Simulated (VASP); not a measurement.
Level of theory: PBE GGA, VASP's PBE PAW potentials (set 64) (plane waves; VASP).

VASP ran on this input.

### INCAR
```
SYSTEM = Pr
PREC = Accurate
ENCUT = 300
EDIFF = 1E-6
NELM = 100
ALGO = Normal
LREAL = .FALSE.
LASPH = .TRUE.
ISMEAR = -1
SIGMA = 0.1
GGA = PE
LMAXMIX = 6
LWAVE = .FALSE.
LCHARG = .FALSE.
ISIF = 2
ISPIN = 2
MAGMOM = 2.0 2.0
LORBIT = 11
```

POSCAR:
```
Pr
1
    3.6153540000     0.0000000000     0.0000000000
   -1.8076770000     3.1309880000     0.0000000000
    0.0000000000     0.0000000000     5.8698660000
Pr
2
Direct
  0.3333330000   0.6666670000   0.2500000000
  0.6666670000   0.3333330000   0.7500000000
```

**KPOINTS**
```
Automatic mesh
0
Gamma
 9 9 5
0 0 0
```

POTCAR, in this order: Pr (PBE.64 set). Program: vasp_std.

The run wrote:

**OSZICAR**
```
...
DAV:  12    -0.108071460452E+02    0.31554E-02   -0.19524E-01  5181   0.268E+00    0.504E+00
DAV:  13    -0.108255983985E+02   -0.18452E-01   -0.12939E-01  4840   0.201E+00    0.284E+00
DAV:  14    -0.108796146220E+02   -0.54016E-01   -0.22325E-01  4928   0.295E+00    0.420E+00
DAV:  15    -0.109026160511E+02   -0.23001E-01   -0.84320E-02  4853   0.111E+00    0.360E+00
DAV:  16    -0.109112875583E+02   -0.86715E-02   -0.81050E-02  4568   0.161E+00    0.171E+00
DAV:  17    -0.109190926167E+02   -0.78051E-02   -0.54195E-02  5309   0.751E-01    0.180E+00
DAV:  18    -0.109236688264E+02   -0.45762E-02   -0.45156E-02  4792   0.453E-01    0.167E+00
DAV:  19    -0.109261711003E+02   -0.25023E-02   -0.37502E-02  5341   0.355E-01    0.184E+00
DAV:  20    -0.109227034447E+02    0.34677E-02   -0.33052E-02  4672   0.573E-01    0.179E+00
DAV:  21    -0.109180537991E+02    0.46496E-02   -0.28959E-02  5160   0.570E-01    0.131E+00
DAV:  22    -0.109096328649E+02    0.84209E-02   -0.24732E-02  4992   0.492E-01    0.130E+00
DAV:  23    -0.109342246126E+02   -0.24592E-01   -0.26562E-02  4848   0.727E-01    0.134E+00
DAV:  24    -0.109363176096E+02   -0.20930E-02   -0.18122E-02  5245   0.321E-01    0.123E+00
DAV:  25    -0.109414628215E+02   -0.51452E-02   -0.18022E-02  4552   0.315E-01    0.135E+00
DAV:  26    -0.109000736572E+02    0.41389E-01   -0.34719E-02  4614   0.115E+00    0.116E+00
DAV:  27    -0.109070237523E+02   -0.69501E-02   -0.16230E-02  5304   0.400E-01    0.136E+00
DAV:  28    -0.109157771622E+02   -0.87534E-02   -0.97817E-03  5055   0.307E-01    0.128E+00
DAV:  29    -0.109395188335E+02   -0.23742E-01   -0.19059E-02  4608   0.772E-01    0.148E+00
DAV:  30    -0.109615315308E+02   -0.22013E-01   -0.59472E-02  4664   0.119E+00    0.165E+00
DAV:  31    -0.109701043758E+02   -0.85728E-02   -0.28546E-02  4984   0.723E-01    0.166E+00
DAV:  32    -0.109787163948E+02   -0.86120E-02   -0.28985E-02  4984   0.603E-01    0.182E+00
DAV:  33    -0.109818177070E+02   -0.31013E-02   -0.21042E-02  5256   0.441E-01    0.194E+00
DAV:  34    -0.109973532100E+02   -0.15536E-01   -0.41111E-02  4384   0.846E-01    0.229E+00
DAV:  35    -0.110069177527E+02   -0.95645E-02   -0.35065E-02  4896   0.704E-01    0.227E+00
DAV:  36    -0.110082861187E+02   -0.13684E-02   -0.22232E-02  5432   0.392E-01    0.220E+00
DAV:  37    -0.110077644916E+02    0.52163E-03   -0.16190E-02  5221   0.262E-01    0.219E+00
DAV:  38    -0.110090467387E+02   -0.12822E-02   -0.13253E-02  4536   0.210E-01    0.216E+00
DAV:  39    -0.110083766651E+02    0.67007E-03   -0.10539E-02  4498   0.163E-01    0.214E+00
DAV:  40    -0.110065636078E+02    0.18131E-02   -0.83549E-03  4808   0.168E-01    0.209E+00
DAV:  41    -0.110280185768E+02   -0.21455E-01   -0.29868E-02  4576   0.942E-01    0.205E+00
DAV:  42    -0.110145943805E+02    0.13424E-01   -0.12612E-02  4746   0.630E-01    0.142E+00
DAV:  43    -0.110289027280E+02   -0.14308E-01   -0.15681E-02  4616   0.529E-01    0.130E+00
DAV:  44    -0.110215354559E+02    0.73673E-02   -0.90508E-03  4691   0.338E-01    0.113E+00
DAV:  45    -0.110266151329E+02   -0.50797E-02   -0.78587E-03  4664   0.196E-01    0.104E+00
DAV:  46    -0.110305832497E+02   -0.39681E-02   -0.69288E-03  4664   0.223E-01    0.925E-01
DAV:  47    -0.110361564412E+02   -0.55732E-02   -0.80252E-03  4496   0.294E-01    0.869E-01
DAV:  48    -0.110418638893E+02   -0.57074E-02   -0.88314E-03  4653   0.373E-01    0.721E-01
DAV:  49    -0.110457501061E+02   -0.38862E-02   -0.83912E-03  4816   0.313E-01    0.703E-01
DAV:  50    -0.110474465288E+02   -0.16964E-02   -0.66297E-03  5456   0.209E-01    0.631E-01
DAV:  51    -0.110498581043E+02   -0.24116E-02   -0.63673E-03  4872   0.219E-01    0.651E-01
DAV:  52    -0.110539078198E+02   -0.40497E-02   -0.86064E-03  4592   0.406E-01    0.637E-01
DAV:  53    -0.110505505210E+02    0.33573E-02   -0.44965E-03  4783   0.330E-01    0.628E-01
DAV:  54    -0.110519969066E+02   -0.14464E-02   -0.31564E-03  4717   0.105E-01    0.619E-01
DAV:  55    -0.110516336816E+02    0.36323E-03   -0.25821E-03  3828   0.687E-02    0.622E-01
DAV:  56    -0.110511371330E+02    0.49655E-03   -0.20753E-03  4952   0.750E-02    0.598E-01
DAV:  57    -0.110464686214E+02    0.46685E-02   -0.28382E-03  4584   0.278E-01    0.592E-01
DAV:  58    -0.110493697912E+02   -0.29012E-02   -0.16832E-03  4794   0.126E-01    0.589E-01
DAV:  59    -0.110495116542E+02   -0.14186E-03   -0.14225E-03  3652   0.329E-02    0.586E-01
DAV:  60    -0.110496642661E+02   -0.15261E-03   -0.14088E-03  3578   0.284E-02    0.576E-01
DAV:  61    -0.110528278747E+02   -0.31636E-02   -0.22246E-03  4519   0.199E-01    0.560E-01
DAV:  62    -0.110525837804E+02    0.24409E-03   -0.16016E-03  4247   0.615E-02    0.543E-01
DAV:  63    -0.110526112795E+02   -0.27499E-04   -0.15793E-03  3714   0.411E-02    0.539E-01
DAV:  64    -0.110530953033E+02   -0.48402E-03   -0.16357E-03  3736   0.494E-02    0.551E-01
DAV:  65    -0.110527093743E+02    0.38593E-03   -0.15668E-03  3645   0.523E-02    0.544E-01
DAV:  66    -0.110540393928E+02   -0.13300E-02   -0.17411E-03  4904   0.852E-02    0.534E-01
DAV:  67    -0.110550874579E+02   -0.10481E-02   -0.17297E-03  4853   0.896E-02    0.493E-01
DAV:  68    -0.110565998862E+02   -0.15124E-02   -0.19407E-03  4744   0.142E-01    0.421E-01
DAV:  69    -0.110577026437E+02   -0.11028E-02   -0.18894E-03  4869   0.133E-01    0.382E-01
DAV:  70    -0.110601868154E+02   -0.24842E-02   -0.43701E-03  4592   0.372E-01    0.339E-01
DAV:  71    -0.110588362306E+02    0.13506E-02   -0.11141E-02  4773   0.677E-01    0.271E-01
DAV:  72    -0.110602439155E+02   -0.14077E-02   -0.29394E-03  5370   0.209E-01    0.228E-01
DAV:  73    -0.110611966923E+02   -0.95278E-03   -0.16853E-03  4688   0.186E-01    0.210E-01
DAV:  74    -0.110605455510E+02    0.65114E-03   -0.20375E-03  4664   0.226E-01    0.222E-01
DAV:  75    -0.110612006818E+02   -0.65513E-03   -0.10882E-03  4945   0.112E-01    0.197E-01
DAV:  76    -0.110615711519E+02   -0.37047E-03   -0.96011E-04  4597   0.126E-01    0.179E-01
DAV:  77    -0.110616964602E+02   -0.12531E-03   -0.67718E-04  4669   0.606E-02    0.146E-01
DAV:  78    -0.110617598752E+02   -0.63415E-04   -0.60115E-04  4058   0.517E-02    0.134E-01
DAV:  79    -0.110618191358E+02   -0.59261E-04   -0.53071E-04  3671   0.361E-02    0.123E-01
DAV:  80    -0.110618565318E+02   -0.37396E-04   -0.50713E-04  4808   0.484E-02    0.107E-01
DAV:  81    -0.110618999091E+02   -0.43377E-04   -0.65259E-04  4616   0.120E-01    0.905E-02
DAV:  82    -0.110619966929E+02   -0.96784E-04   -0.43091E-04  3815   0.399E-02    0.763E-02
DAV:  83    -0.110620421817E+02   -0.45489E-04   -0.37318E-04  3685   0.334E-02    0.633E-02
DAV:  84    -0.110620885016E+02   -0.46320E-04   -0.31460E-04  4093   0.313E-02    0.499E-02
DAV:  85    -0.110621312459E+02   -0.42744E-04   -0.27589E-04  4352   0.424E-02    0.338E-02
DAV:  86    -0.110621522922E+02   -0.21046E-04   -0.21501E-04  3672   0.268E-02    0.310E-02
DAV:  87    -0.110621753308E+02   -0.23039E-04   -0.17646E-04  3208   0.259E-02    0.317E-02
DAV:  88    -0.110621954079E+02   -0.20077E-04   -0.15229E-04  3079   0.243E-02    0.289E-02
DAV:  89    -0.110622108365E+02   -0.15429E-04   -0.13636E-04  2835   0.299E-02    0.287E-02
DAV:  90    -0.110622241521E+02   -0.13316E-04   -0.12959E-04  2854   0.242E-02    0.284E-02
DAV:  91    -0.110622364309E+02   -0.12279E-04   -0.12770E-04  2291   0.226E-02    0.298E-02
DAV:  92    -0.110622507010E+02   -0.14270E-04   -0.13556E-04  2163   0.170E-02    0.250E-02
DAV:  93    -0.110622653909E+02   -0.14690E-04   -0.15091E-04  2693   0.223E-02    0.200E-02
DAV:  94    -0.110622840123E+02   -0.18621E-04   -0.16849E-04  2180   0.165E-02    0.144E-02
DAV:  95    -0.110623037875E+02   -0.19775E-04   -0.18490E-04  2271   0.216E-02    0.104E-02
DAV:  96    -0.110623355379E+02   -0.31750E-04   -0.29925E-04  2220   0.151E-02    0.104E-02
DAV:  97    -0.110623844276E+02   -0.48890E-04   -0.44508E-04  1992   0.173E-02    0.979E-03
DAV:  98    -0.110624139429E+02   -0.29515E-04   -0.28216E-04  1990   0.121E-02    0.963E-03
DAV:  99    -0.110624428242E+02   -0.28881E-04   -0.27777E-04  1971   0.131E-02    0.733E-03
DAV: 100    -0.110624764101E+02   -0.33586E-04   -0.32255E-04  1958   0.105E-02
   1 F= -.11062476E+02 E0= -.10838138E+02  d E =-.448677E+00  mag=     5.7949
```

### OUTCAR
```
------------------------ aborting loop EDIFF was not reached (unconverged)  ----------------------------
  FORCE on cell =-STRESS in cart. coord.  units (eV):
  Direction    XX          YY          ZZ          XY          YZ          ZX
  --------------------------------------------------------------------------------------
  Total       -0.6677753     -0.6677752     -0.9229332      0.0000000      0.0000000      0.0000000
  in kB      -16.1020268    -16.1020226    -22.2546321      0.0000000      0.0000000      0.0000000
  external PRESSURE =     -18.1528939 kB  Pullay stress =       0.0000000 kB
  volume of cell :       66.44
      direct lattice vectors                 reciprocal lattice vectors
     3.615354000  0.000000000  0.000000000     0.276598087  0.159694001  0.000000000
    -1.807677000  3.130988000  0.000000000     0.000000000  0.319388001  0.000000000
     0.000000000  0.000000000  5.869866000     0.000000000  0.000000000  0.170361640
 POSITION                                       TOTAL-FORCE (eV/Angst)
 -----------------------------------------------------------------------------------
     -0.00000      2.08733      1.46747         0.000000      0.000000      0.000000
      1.80768      1.04366      4.40240        -0.000000     -0.000000      0.000000
 -----------------------------------------------------------------------------------
    total drift:                                0.000428     -0.000247      0.000643
  FREE ENERGIE OF THE ION-ELECTRON SYSTEM (eV)
  ---------------------------------------------------
  free  energy   TOTEN  =       -11.0624764101 eV

  energy  without entropy=      -10.6137992054  energy(sigma->0) =      -10.83813781

 total charge

# of ion       s       p       d       f       tot
--------------------------------------------------
    1        1.984   5.286   0.618   2.161  10.049
    2        1.984   5.286   0.618   2.161  10.049
--------------------------------------------------
tot          3.968  10.571   1.236   4.323  20.098

 magnetization (x)

# of ion       s       p       d       f       tot
--------------------------------------------------
    1       -0.008  -0.026   0.196   2.104   2.266
    2       -0.008  -0.026   0.196   2.104   2.266
--------------------------------------------------
tot         -0.015  -0.052   0.391   4.208   4.532
```
(Selected blocks of OUTCAR.)

### stdout
```
...
 -----------------------------------------------------------------------------
|                                                                             |
|           W    W    AA    RRRRR   N    N  II  N    N   GGGG   !!!           |
|           W    W   A  A   R    R  NN   N  II  NN   N  G    G  !!!           |
|           W    W  A    A  R    R  N N  N  II  N N  N  G       !!!           |
|           W WW W  AAAAAA  RRRRR   N  N N  II  N  N N  G  GGG   !            |
|           WW  WW  A    A  R   R   N   NN  II  N   NN  G    G                |
|           W    W  A    A  R    R  N    N  II  N    N   GGGG   !!!           |
|                                                                             |
|     The electronic self-consistency was not achieved in the given           |
|     number of steps (NELM). The forces and other quantities evaluated       |
|     might not be reliable so examine the results carefully. If you find     |
|     spurious results, we suggest increasing NELM, if you were close to      |
|     convergence or switching to a different ALGO or adjusting the           |
|     density mixing parameters otherwise.                                    |
|                                                                             |
 -----------------------------------------------------------------------------

 -----------------------------------------------------------------------------
|                                                                             |
|           W    W    AA    RRRRR   N    N  II  N    N   GGGG   !!!           |
|           W    W   A  A   R    R  NN   N  II  NN   N  G    G  !!!           |
|           W    W  A    A  R    R  N N  N  II  N N  N  G       !!!           |
|           W WW W  AAAAAA  RRRRR   N  N N  II  N  N N  G  GGG   !            |
|           WW  WW  A    A  R   R   N   NN  II  N   NN  G    G                |
|           W    W  A    A  R    R  N    N  II  N    N   GGGG   !!!           |
|                                                                             |
|     Your highest band is occupied at some k-points! Unless you are          |
|     performing a calculation for an insulator or semiconductor, without     |
|     unoccupied bands, you have included TOO FEW BANDS!! Please increase     |
|     the parameter NBANDS in file INCAR to ensure that the highest band      |
|     is unoccupied at all k-points. It is always recommended to include      |
|     a few unoccupied bands to accelerate the convergence of                 |
|     molecular-dynamics runs (even for insulators or semiconductors),        |
|     since the presence of unoccupied bands improves wavefunction            |
|     prediction and helps to suppress 'band-crossings'.                      |
|                                                                             |
 -----------------------------------------------------------------------------

   1 F= -.11062476E+02 E0= -.10838138E+02  d E =-.448677E+00  mag=     5.7949
```

Convergence was not reached.

At this cut-off the stress carries a Pulay error, which pulls relaxed volumes low.

The structure was generated: Pr was put into an ordered model structure, which need not be its known phase. The cell was not relaxed at this level. VASP warned that the highest band is occupied, so more bands are needed.
